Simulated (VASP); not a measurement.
Level of theory: MS2 meta-GGA, VASP's PBE PAW potentials (set 64) (plane waves; VASP).

VASP input:

File KPOINTS:
```
Automatic
0
gamma
14 14 14
```

File POSCAR:
```
Cr
1
    2.8865621687     0.0000000000    -0.0000000000
   -0.0000000000     2.8865621687     0.0000000000
    0.0000000000     0.0000000000     2.8865621687
Cr
2
Direct
  0.0000000000   0.0000000000   0.0000000000
  0.5000000000   0.5000000000   0.5000000000
```

### INCAR
```
SYSTEM = Cr
PREC = Accurate
ENCUT = 520
EDIFF = 1E-7
NELM = 100
ALGO = Normal
LREAL = .FALSE.
LASPH = .TRUE.
ISMEAR = -5
METAGGA = MS2
LMIXTAU = .TRUE.
LMAXMIX = 4
ISPIN = 2
MAGMOM = 2.0 -2.0
LORBIT = 11
LWAVE = .FALSE.
LCHARG = .FALSE.
NEDOS = 601
ISIF = 2
```

File KPOINTS_OPT:
```
k-points along high-symmetry lines
10
Line-mode
Reciprocal
  0.000000   0.000000   0.000000 ! GAMMA
  0.000000   0.500000   0.000000 ! X

  0.000000   0.500000   0.000000 ! X
  0.500000   0.500000   0.000000 ! M

  0.500000   0.500000   0.000000 ! M
  0.000000   0.000000   0.000000 ! GAMMA

  0.000000   0.000000   0.000000 ! GAMMA
  0.500000   0.500000   0.500000 ! R

  0.500000   0.500000   0.500000 ! R
  0.000000   0.500000   0.000000 ! X

  0.500000   0.500000   0.500000 ! R
  0.500000   0.500000   0.000000 ! M
```

POTCAR, in this order: Cr_pv (PBE.64 set). Program: vasp_std.

The run wrote:

### OSZICAR
```
       N       E                     dE             d eps       ncg     rms          rms(c)
DAV:   1     0.212849063566E+03    0.21285E+03   -0.13902E+04  7696   0.176E+03
DAV:   2    -0.356326644156E+02   -0.24848E+03   -0.24733E+03  7888   0.502E+02
DAV:   3    -0.444524795124E+02   -0.88198E+01   -0.87932E+01 10368   0.105E+02
DAV:   4    -0.445789333788E+02   -0.12645E+00   -0.12654E+00  9312   0.130E+01
DAV:   5    -0.445816000606E+02   -0.26667E-02   -0.26663E-02 11352   0.141E+00    0.281E+01
DAV:   6    -0.292086869168E+02    0.15373E+02   -0.85695E+01  8584   0.108E+02    0.150E+01
DAV:   7    -0.275360514138E+02    0.16726E+01   -0.89876E+00  7960   0.409E+01    0.721E+00
DAV:   8    -0.276020098590E+02   -0.65958E-01   -0.36073E-01 13304   0.467E+00    0.829E+00
DAV:   9    -0.275672027420E+02    0.34807E-01   -0.48777E-02 10312   0.148E+00    0.102E+01
DAV:  10    -0.277185399302E+02   -0.15134E+00   -0.12591E+00 11136   0.786E+00    0.192E+00
DAV:  11    -0.277214374653E+02   -0.28975E-02   -0.39202E-02  9264   0.209E+00    0.176E+00
DAV:  12    -0.277207972817E+02    0.64018E-03   -0.75023E-03 10912   0.864E-01    0.555E-01
DAV:  13    -0.277219917380E+02   -0.11945E-02   -0.61529E-04 11424   0.260E-01    0.192E-01
DAV:  14    -0.277217337821E+02    0.25796E-03   -0.31682E-05  9832   0.590E-02    0.136E-01
DAV:  15    -0.277219331305E+02   -0.19935E-03   -0.34756E-05  9912   0.533E-02    0.471E-02
DAV:  16    -0.277218544840E+02    0.78646E-04   -0.11127E-05  9168   0.345E-02    0.786E-03
DAV:  17    -0.277218528750E+02    0.16090E-05   -0.68431E-07  9944   0.948E-03    0.448E-03
DAV:  18    -0.277218750734E+02   -0.22198E-04   -0.18151E-07  6256   0.512E-03    0.429E-03
DAV:  19    -0.277218772280E+02   -0.21546E-05   -0.18695E-07  5432   0.599E-03    0.523E-04
DAV:  20    -0.277218755417E+02    0.16863E-05   -0.15211E-08  4040   0.138E-03    0.218E-04
DAV:  21    -0.277218742700E+02    0.12716E-05   -0.31363E-09  3960   0.501E-04    0.778E-04
DAV:  22    -0.277218745965E+02   -0.32651E-06   -0.17367E-09  3968   0.282E-04    0.389E-04
DAV:  23    -0.277218748056E+02   -0.20900E-06   -0.10358E-09  3936   0.197E-04    0.942E-05
DAV:  24    -0.277218748506E+02   -0.45060E-07   -0.51492E-10  3968   0.127E-04
   1 F= -.27721875E+02 E0= -.27721875E+02  d E =0.000000E+00  mag=     0.0000
       N       E                     dE             ncg
```

OUTCAR:
```
------------------------ aborting loop because EDIFF is reached ----------------------------------------
  FORCE on cell =-STRESS in cart. coord.  units (eV):
  Direction    XX          YY          ZZ          XY          YZ          ZX
  --------------------------------------------------------------------------------------
  Total        0.1196441      0.1196441      0.1196441      0.0000000     -0.0000000     -0.0000000
  in kB        7.9700162      7.9700162      7.9700162      0.0000000     -0.0000000     -0.0000000
  external PRESSURE =       7.9700162 kB  Pullay stress =       0.0000000 kB
  volume of cell :       24.05
      direct lattice vectors                 reciprocal lattice vectors
     2.886562169  0.000000000  0.000000000     0.346432864  0.000000000  0.000000000
     0.000000000  2.886562169  0.000000000     0.000000000  0.346432864  0.000000000
     0.000000000  0.000000000  2.886562169     0.000000000  0.000000000  0.346432864
 POSITION                                       TOTAL-FORCE (eV/Angst)
 -----------------------------------------------------------------------------------
      0.00000      0.00000      0.00000         0.000000      0.000000      0.000000
      1.44328      1.44328      1.44328        -0.000000     -0.000000     -0.000000
 -----------------------------------------------------------------------------------
    total drift:                                0.000000      0.000000     -0.000000
  FREE ENERGIE OF THE ION-ELECTRON SYSTEM (eV)
  ---------------------------------------------------
  free  energy   TOTEN  =       -27.7218748506 eV

  energy  without entropy=      -27.7218748506  energy(sigma->0) =      -27.72187485

 total charge

# of ion       s       p       d       tot
------------------------------------------
    1        0.988   6.400   4.120  11.508
    2        0.988   6.400   4.120  11.508
--------------------------------------------------
tot          1.976  12.800   8.240  23.016

 magnetization (x)

# of ion       s       p       d       tot
------------------------------------------
    1        0.150   0.030   1.870   2.051
    2       -0.150  -0.030  -1.870  -2.051
--------------------------------------------------
tot          0.000   0.000   0.000   0.000
```
(Selected blocks of OUTCAR.)

File OUTCAR:
```
 val. band max:       10.5771995368   @ k =   0.5000   0.4286   0.0714

 cond. band min:      10.5220891203   @ k =   0.5000   0.1429   0.0000


 Fermi energy:        10.5272773138

 spin component 1

 k-point     1 :       0.0000    0.0000    0.0000
  band No.  band energies     occupation
      1     -34.6810      1.00000
      2     -34.6809      1.00000
      3     -34.6809      1.00000
      4     -32.5552      1.00000
      5     -32.5552      1.00000
      6     -32.5552      1.00000
      7       2.4083      1.00000
      8       6.6006      1.00000
      9       6.6013      1.00000
     10       9.2112      1.00000
     11       9.2112      1.00000
     12       9.2116      1.00000
     13      12.2983      0.00000
     14      12.2988      0.00000
     15      13.4639      0.00000
     16      13.4639      0.00000

 k-point     2 :       0.0714    0.0000    0.0000
  band No.  band energies     occupation
      1     -34.6861      1.00000
      2     -34.6788      1.00000
      3     -34.6787      1.00000
      4     -32.5646      1.00000
      5     -32.5565      1.00000
      6     -32.5565      1.00000
      7       2.5171      1.00000
      8       6.6574      1.00000
      9       6.6582      1.00000
     10       9.1959      1.00000
     11       9.1963      1.00000
     12       9.2383      1.00000
     13      12.2173      0.00000
     14      12.3280      0.00000
     15      13.3191      0.00000
     16      13.3191      0.00000

 k-point     3 :       0.1429    0.0000    0.0000
  band No.  band energies     occupation
      1     -34.7004      1.00000
      2     -34.6727      1.00000
      3     -34.6726      1.00000
      4     -32.5907      1.00000
      5     -32.5602      1.00000
      6     -32.5602      1.00000
      7       2.8376      1.00000
      8       6.8146      1.00000
      9       6.8250      1.00000
     10       9.1543      1.00000
     11       9.1547      1.00000
...
```

For a metal the tetrahedron method with Blöchl corrections gives inexact stress and forces.

The compound is Cr in the bcc, AFM order structure. It was relaxed first.
